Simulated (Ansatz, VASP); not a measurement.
**Cross-check of Si3Ge (ordered alloy, x = 0.25, built in the cubic cell of 8 atoms (invented)) between VASP and Ansatz**

Wanted: the spread between two codes on one cell, functional and k mesh. The cell is generated by rule, not measured, and may not be a known phase. The cell is taken from a series of runs on this material, whose earlier steps may have relaxed, scaled, displaced or heated it; both programs get it as it stands.

Program: Ansatz 0.2.0. Level of theory: plane waves, with VASP 6.6.1 beside it; relaxation of cell and atoms at r2SCAN. Results are calculated unless marked as measured.

## Step 1: The starting structure

It takes space group R-3m (No. 166, trigonal). Conventional cell: a = 7.771 Å, b = 7.771 Å, c = 9.513 Å, α = 90.00°, β = 90.00°, γ = 120.00°. Nearest to Ge lie 3 Si at 2.39 Å and 1 Ge at 2.43 Å. Si has 3 Si at 2.36 Å and 1 Ge at 2.39 Å nearest. Farther neighbours are not listed.

As a file:

```xyz
8
Lattice="3.8853 2.2432 3.1711 -3.8853 2.2432 3.1711 0.0000 -4.4864 3.1711" Properties=species:S:1:pos:R:3 pbc="T T T"
Ge    0.0000    0.0000    8.2981
Ge    0.0000    0.0000    1.2151
Si    1.9234    1.1105    5.1606
Si   -1.9234    1.1105    5.1606
Si    0.0000   -2.2209    5.1606
Si   -1.9234   -1.1105    4.3525
Si    1.9234   -1.1105    4.3525
Si    0.0000    2.2209    4.3525
```

## Step 2: VASP: relaxation of cell and atoms, r2SCAN, pair 1

The relaxed volume is the usual yardstick between codes: in a stiff, nearly cubic crystal its relative difference is about their pressure difference at one cell divided by the bulk modulus.

Lines of VASP's logs that name or quote its potential files are left out, and so is its time.

The input, INCAR:

```
SYSTEM = Si3Ge
PREC = Accurate
ENCUT = 550
EDIFF = 1E-07
NELM = 120
ISMEAR = 0
SIGMA = 0.01
LREAL = .FALSE.
ALGO = Normal
METAGGA = R2SCAN
LASPH = .TRUE.
NBANDS = 34
LORBIT = 11
LWAVE = .FALSE.
LCHARG = .FALSE.
ISIF = 3
IBRION = 2
NSW = 80
EDIFFG = -0.005
GGA_COMPAT = .FALSE.
NELMIN = 4
EFERMI = MIDGAP
LMIXTAU = .TRUE.
KPAR = 2
```

The input, POSCAR:

```
Si3Ge
1.0
    3.8852950000      2.2431760000      3.1710590000
   -3.8852950000      2.2431760000      3.1710590000
    0.0000000000     -4.4863520000      3.1710590000
Ge Si
2 6
Direct
    0.8722700103      0.8722700103      0.8722700103
    0.1277298846      0.1277298846      0.1277298846
    0.8724968567      0.3774600576      0.3774599833
    0.3774600576      0.8724968567      0.3774599833
    0.3774600576      0.3774600576      0.8724967824
    0.1275031125      0.6225399115      0.6225397629
    0.6225399115      0.1275031125      0.6225397629
    0.6225398372      0.6225398372      0.1275031125
```

The input, KPOINTS:

```
Automatic mesh
0
Gamma
4 4 4
0 0 0
```

The projector-augmented-wave data sets are Ge_d and Si (PBE family, release 64).

Run with:

```console
mpirun -np 2 vasp_std
```

Numbers of over 12 decimals in the logs are rounded to 6 here.

The log of the run:

```text
[banner, memory and clock lines left out]
running    2 mpi-ranks, on    1 nodes
 distrk:  each k-point on    1 cores,    2 groups
 distr:  one band on    1 cores,    1 groups

 POSCAR found type information on POSCAR GeSi
 POSCAR found :  2 types and       8 ions
|                                                                             |
|               ----> ADVICE to this user running VASP <----                  |
|                                                                             |
|     You enforced a specific xc type in the INCAR file but a different       |
|     [... a line on the potential file left out ...]
|     I HOPE YOU KNOW WHAT YOU ARE DOING!                                     |
|                                                                             |

 LDA part: xc-table for (None), standard interpolation
 POSCAR, INCAR and KPOINTS ok, starting setup
 FFT: planning ... GRIDC
 FFT: planning ... GRID_SOFT
 FFT: planning ... GRID
 WAVECAR not read
 entering main loop
       N       E                     dE             d eps       ncg     rms          rms(c)
DAV:   1     0.360569995245E+03    0.36057E+03   -0.24738E+04  1100   0.265E+03
DAV:   2    -0.161415246668E+02   -0.37671E+03   -0.36042E+03   884   0.695E+02
DAV:   3    -0.828971312069E+02   -0.66756E+02   -0.65368E+02  1028   0.166E+02
DAV:   4    -0.864002573499E+02   -0.35031E+01   -0.34879E+01  1096   0.435E+01
DAV:   5    -0.864905739186E+02   -0.90317E-01   -0.90225E-01  1112   0.732E+00    0.108E+01
DAV:   6    -0.815446917733E+02    0.49459E+01   -0.70427E-01  1078   0.814E+00    0.717E+00
DAV:   7    -0.781666284448E+02    0.33781E+01   -0.92606E-01  1004   0.781E+00    0.830E-01
DAV:   8    -0.801435521776E+02   -0.19769E+01   -0.88798E-01   960   0.606E+00    0.412E-01
DAV:   9    -0.803040678181E+02   -0.16052E+00   -0.98930E-02  1100   0.188E+00    0.442E-01
DAV:  10    -0.803306300536E+02   -0.26562E-01   -0.92183E-02   920   0.222E+00    0.304E-01
DAV:  11    -0.800638823527E+02    0.26675E+00   -0.48786E-02   918   0.164E+00    0.142E-01
DAV:  12    -0.803039188293E+02   -0.24004E+00   -0.82487E-02   916   0.180E+00    0.787E-02
DAV:  13    -0.803059898696E+02   -0.20710E-02   -0.39737E-03  1024   0.499E-01    0.796E-02
DAV:  14    -0.803105372584E+02   -0.45474E-02   -0.79569E-04  1050   0.187E-01    0.592E-02
DAV:  15    -0.803128111879E+02   -0.22739E-02   -0.72546E-04  1018   0.173E-01    0.397E-02
DAV:  16    -0.803123901991E+02    0.42099E-03   -0.19671E-04  1054   0.947E-02    0.260E-02
DAV:  17    -0.803133151593E+02   -0.92496E-03   -0.39954E-04   936   0.130E-01    0.142E-02
DAV:  18    -0.803133741379E+02   -0.58979E-04   -0.30302E-05  1070   0.421E-02    0.108E-02
DAV:  19    -0.803134199171E+02   -0.45779E-04   -0.21033E-05   978   0.256E-02    0.650E-03
DAV:  20    -0.803134358333E+02   -0.15916E-04   -0.60215E-06  1048   0.146E-02    0.296E-03
DAV:  21    -0.803134380540E+02   -0.22207E-05   -0.29148E-06  1030   0.132E-02    0.320E-03
DAV:  22    -0.803134410995E+02   -0.30455E-05   -0.20874E-06   846   0.110E-02    0.238E-03
DAV:  23    -0.803134414998E+02   -0.40023E-06   -0.50213E-07   946   0.459E-03    0.165E-03
DAV:  24    -0.803134414345E+02    0.65252E-07   -0.25493E-07   874   0.314E-03
   1 F= -.80313441E+02 E0= -.80313441E+02  d E =-.803134E+02
[...]
2 F= -.80313533E+02 E0= -.80313533E+02  d E =-.918820E-04
[...]
3 F= -.80313561E+02 E0= -.80313561E+02  d E =-.119405E-03
[...]
4 F= -.80313561E+02 E0= -.80313561E+02  d E =-.119198E-03
 curvature:  -0.33 expect dE=-0.693E-05 dE for cont linesearch -0.595E-06
 ZBRENT: accuracy reached
 trial: gam=-0.01180 g(F)=  0.200E-04 g(S)=  0.109E-05 ort = 0.252E-04 (trialstep = 0.932E+00)
 search vector abs. value=  0.205E-04
 bond charge predicted
       N       E                     dE             d eps       ncg     rms          rms(c)
DAV:   1    -0.803135780085E+02   -0.17407E-04   -0.10420E-03  1238   0.226E-01    0.171E-02
DAV:   2    -0.803135740929E+02    0.39156E-05   -0.31527E-05  1226   0.494E-02    0.931E-03
DAV:   3    -0.803135709583E+02    0.31346E-05   -0.43769E-06  1146   0.186E-02    0.264E-03
DAV:   4    -0.803135711746E+02   -0.21634E-06   -0.11124E-06   920   0.747E-03    0.136E-03
DAV:   5    -0.803135709879E+02    0.18669E-06   -0.67014E-07   808   0.494E-03    0.711E-04
DAV:   6    -0.803135714831E+02   -0.49522E-06   -0.26474E-07   804   0.298E-03    0.369E-04
DAV:   7    -0.803135715494E+02   -0.66304E-07   -0.22187E-08   490   0.136E-03
   5 F= -.80313572E+02 E0= -.80313572E+02  d E =-.109169E-04
 trial-energy change:   -0.000011  1 .order   -0.000012   -0.000019   -0.000005
 step:   1.2459(harm=  1.2459)  dis= 0.00043  next Energy=   -80.313574 (dE=-0.129E-04)
 reached required accuracy - stopping structural energy minimisation
```

Parts of OUTCAR (step 2):

```text
ion  position               nearest neighbor table
   1  0.872  0.872  0.872-   8 2.39   7 2.39   6 2.39   2 2.43
   2  0.128  0.128  0.128-   3 2.39   4 2.39   5 2.39   1 2.43
   3  0.872  0.377  0.377-   7 2.36   8 2.36   6 2.36   2 2.39
   4  0.377  0.872  0.377-   6 2.36   8 2.36   7 2.36   2 2.39
   5  0.377  0.377  0.872-   6 2.36   7 2.36   8 2.36   2 2.39
   6  0.128  0.623  0.623-   4 2.36   5 2.36   3 2.36   1 2.39
   7  0.623  0.128  0.623-   3 2.36   5 2.36   4 2.36   1 2.39
   8  0.623  0.623  0.128-   3 2.36   4 2.36   5 2.36   1 2.39

  LATTYP: Found a trigonal (rhomboedric) cell.
 ALAT       =     5.4939029341
 COS(alpha) =    -0.0002671027

 Subroutine GETGRP returns: Found 12 space group operations
 (whereof 12 operations were pure point group operations)

The static configuration has the point symmetry D_3d.

 Found     13 irreducible k-points:

   k-points           NKPTS =     13   k-points in BZ     NKDIM =     13   number of bands    NBANDS=     34

   dimension x,y,z NGX =    42 NGY =   42 NGZ =   42
   dimension x,y,z NGXF=    84 NGYF=   84 NGZF=   84

   ENCUT  =  550.0 eV  40.42 Ry    6.36 a.u.  10.51 10.51 10.51*2*pi/ulx,y,z

   NELECT =      52.0000    total number of electrons

 k-points in reciprocal lattice and weights: Automatic mesh
   0.00000000  0.00000000  0.00000000       0.016
   0.25000000 -0.00000000  0.00000000       0.094
   0.50000000 -0.00000000  0.00000000       0.047
   0.25000000  0.25000000  0.00000000       0.094
   0.50000000  0.25000000 -0.00000000       0.188
  -0.25000000  0.25000000  0.00000000       0.094
   0.50000000  0.50000000  0.00000000       0.047
   0.25000000  0.25000000  0.25000000       0.031
   0.50000000  0.25000000  0.25000000       0.094
  -0.25000000  0.25000000  0.25000000       0.094
   0.50000000  0.50000000  0.25000000       0.094
  -0.25000000  0.50000000  0.25000000       0.094
   0.50000000  0.50000000  0.50000000       0.016

 average (electrostatic) potential at core
       1 -78.2893       2 -78.2893       3 -86.6602       4 -86.6602       5 -86.6602
       6 -86.6602       7 -86.6602       8 -86.6602

 E-fermi :   5.7690

 k-point     1 :       0.0000    0.0000    0.0000
  band No.  band energies     occupation
    ...
     22       2.4283      2.00000
     23       2.4510      2.00000
     24       5.4502      2.00000
     25       5.4502      2.00000
     26       5.4639      2.00000
     27       6.0742      0.00000
     28       6.1239      0.00000
     29       6.5518      0.00000
     30       6.5518      0.00000
     31       6.5992      0.00000
    ...

 k-point     2 :       0.2500   -0.0000    0.0000
  band No.  band energies     occupation
    ...
     22       2.6597      2.00000
     23       2.6654      2.00000
     24       3.9458      2.00000
     25       4.6005      2.00000
     26       4.6173      2.00000
     27       6.2390      0.00000
     28       7.1424      0.00000
     29       7.5799      0.00000
     30       7.6049      0.00000
     31       7.7759      0.00000
    ...

 k-point     3 :       0.5000   -0.0000    0.0000
  band No.  band energies     occupation
    ...
     22       1.8049      2.00000
     23       3.3063      2.00000
     24       3.4238      2.00000
     25       3.4507      2.00000
     26       3.5783      2.00000
     27       6.6269      0.00000
     28       6.8890      0.00000
     29       8.8316      0.00000
     30       8.8653      0.00000
     31      10.0321      0.00000
    ...

  Total        0.0101801      0.0101801      0.0015328      0.0000000      0.0000000      0.0000000
  in kB        0.0984830      0.0984830      0.0148285      0.0000000      0.0000000      0.0000000
  external PRESSURE =       0.0705982 kB  Pullay stress =       0.0000000 kB

  energy-cutoff  :      550.00
  volume of cell :      165.62
      direct lattice vectors                 reciprocal lattice vectors
     3.883809132  2.242318134  3.169531876     0.128739591  0.074327841  0.105168002
    -3.883809132  2.242318134  3.169531876    -0.128739591  0.074327841  0.105168002
     0.000000000 -4.484636268  3.169531876     0.000000000 -0.148655683  0.105168002

 POSITION                                       TOTAL-FORCE (eV/Angst)
 -----------------------------------------------------------------------------------
      0.00000      0.00000      8.29359        -0.000000     -0.000000     -0.001029
      0.00000      0.00000      1.21501         0.000000     -0.000000      0.001029
      1.92187      1.10959      5.15834        -0.001417     -0.000818      0.001141
     -1.92187      1.10959      5.15834         0.001417     -0.000818      0.001141
      0.00000     -2.21919      5.15834         0.000000      0.001636      0.001141
     -1.92187     -1.10959      4.35025         0.001417      0.000818     -0.001141
      1.92187     -1.10959      4.35025        -0.001417      0.000818     -0.001141
      0.00000      2.21919      4.35025         0.000000     -0.001636     -0.001141
 -----------------------------------------------------------------------------------
    total drift:                               -0.000000     -0.000038      0.000581

  FREE ENERGIE OF THE ION-ELECTRON SYSTEM (eV)
  ---------------------------------------------------
  free  energy   TOTEN  =       -80.3135715494 eV

  energy  without entropy=      -80.3135715494  energy(sigma->0) =      -80.31357155

 reached required accuracy - stopping structural energy minimisation

 total charge
# of ion       s       p       d       tot
------------------------------------------
    1        1.090   1.374  10.027  12.492
    2        1.090   1.374  10.027  12.492
    3        0.746   0.946   0.000   1.693
    4        0.746   0.946   0.000   1.693
    5        0.746   0.946   0.000   1.693
    6        0.746   0.946   0.000   1.693
    7        0.746   0.946   0.000   1.693
    8        0.746   0.946   0.000   1.693
--------------------------------------------------
tot          6.658   8.427  20.055  35.140

[... 3 further parts left out ...]
```

CONTCAR:

```
Si3Ge
   1.00000000000000
     3.8838091324452697    2.2423181340982499    3.1695318757520461
    -3.8838091324452697    2.2423181340982499    3.1695318757520461
     0.0000000000000000   -4.4846362681964997    3.1695318757520461
  Ge              Si
     2     6
Direct
     0.8722199135160909    0.8722199135160909    0.8722199135160909
     0.1277799813839094    0.1277799813839094    0.1277799813839094
     0.8723871392837270    0.3775451286588768    0.3775450543588816
     0.3775451286588768    0.8723871392837270    0.3775450543588816
     0.3775451286588789    0.3775451286588789    0.8723870649837205
     0.1276128299162775    0.6224548404411189    0.6224546918411152
     0.6224548404411189    0.1276128299162775    0.6224546918411152
     0.6224547661411196    0.6224547661411196    0.1276128299162796
```

[end of part 1 of 2]

[Lines on the potential files, build, host, timing and source positions are cut from VASP's logs without a mark.]

[Logs are printed without paths, hosts, clocks, repeated set-up lines and the standing remarks that a program may print on its own settings, such as how far it seeks lower states.]

[Hosts, paths, dates, database ids (printed as entryN), source tags and the programs' standing remarks are cut or masked in the printed files.]
